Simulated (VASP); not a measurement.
Energy against volume of ZnSe (zinc blende). All values below come from PBE0 hybrid, VASP's PBE PAW potentials (set 64) (plane waves; VASP). Settings: 520 eV cut-off, 6×6×6 Γ-centred mesh, Gaussian smearing of 0.050 eV, potentials Zn Se.

| V (Å³/atom) | E (eV/atom) |
|---|---|
| 22.218 | -3.97509 |
| 22.927 | -3.98204 |
| 23.636 | -3.97997 |
| 24.345 | -3.97026 |

### Question
Fit these four points and predict the energy of the run at 21.509 Å³/atom.

### Answer
A cubic in V^(−2/3), the third-order Birch-Murnaghan form, passes through the four points with V0 = 23.10 Å³/atom and B0 = 64 GPa, and gives -3.9575 eV/atom there. The run gave -3.9575 eV/atom, -0.1 meV/atom from the fit; all five points give B0 = 64 GPa.

The compound is ZnSe in the zinc blende structure. It was relaxed first. The cell's shape comes from a PBE relaxation.
